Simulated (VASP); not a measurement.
Given:

```xyz
2
Lattice="3.3016 0.0000 0.0000 0.0000 3.3016 0.0000 0.0000 0.0000 3.3016" Properties=species:S:1:pos:R:3 pbc="T T T"
Mo     0.0000     0.0000     0.0000
Sb     1.6508     1.6508     1.6508
```

Computed with r2SCAN meta-GGA, VASP's PBE PAW potentials (set 64) (plane waves; VASP 6.6.1). Numerical set-up: 400 eV cut-off, 12×12×12 Γ-centred mesh, tetrahedra with Blöchl corrections, potentials Mo_sv Sb.

### Question
Give the energies of bands 5 to 12 at the high-symmetry points, in eV from the Fermi level.

### Answer

```
band       Γ       X       M      R
----  ------  ------  ------  -----
5     -13.52  -10.83  -10.05  -6.64
6      -2.92   -7.68   -4.68  -6.05
7      -2.92   -2.31   -4.68  -6.05
8       0.81   -2.21   -2.71  -6.05
9       0.81   -2.21   -0.51   2.32
10      0.81    0.87   -0.51   2.32
11      1.13    2.27    2.21   2.96
12      1.13    6.30    2.57   2.96
```

It has no gap at this level: it comes out as a metal or semimetal.

The structure was generated: MoSb was put into the CsCl type type (Pm-3m), which need not be its known phase. It was relaxed first, which changed the volume by -35 %. The electron count is odd and the run is not spin-polarised, which forces a metal.
